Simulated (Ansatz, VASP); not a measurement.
## One calculation of NaB4, two programs

```
Na B
1.0
     4.53275    0.00000    0.00000
     0.00000    3.02459    0.00000
     0.00000    0.00000    4.95907
Na B
1 4
Direct
  0.50000 0.50000 0.50000
  0.00000 0.50000 0.82699
  0.00000 0.00000 0.32546
  0.00000 0.00000 0.67454
  0.00000 0.50000 0.17301
```

Alike in both runs: functional PBE; k mesh 6 × 6 × 4; occupations gaussian, width 0.1 eV; no spin polarisation.

Ansatz relaxed the structure, and its values are those at the end. VASP's run is a single point on that final structure, the one shown.

|  | VASP | Ansatz |
| --- | --- | --- |
| version | VASP 6.6.1 | Ansatz 0.2.0 |
| potentials or method | VASP PAW PBE potentials, release 64 (Na_pv, B) | scalar-relativistic, plane waves, PAW |
| plane-wave cutoff (eV) | 520 | 420 |
| valence electrons in the cell | 19 | 21 |

```tsv
	VASP	Ansatz	Ansatz less VASP
gap on the k mesh at the Fermi level (eV)	none	none	-
pressure (GPa)	0.1	0.0	-0.01
rms of the force components (eV/Å)	0.004	0.004	-0.0005
```

A gap of «none» marks a metal or a gap that the smearing closes. The two sets of potentials don't hold the same shells in valence.
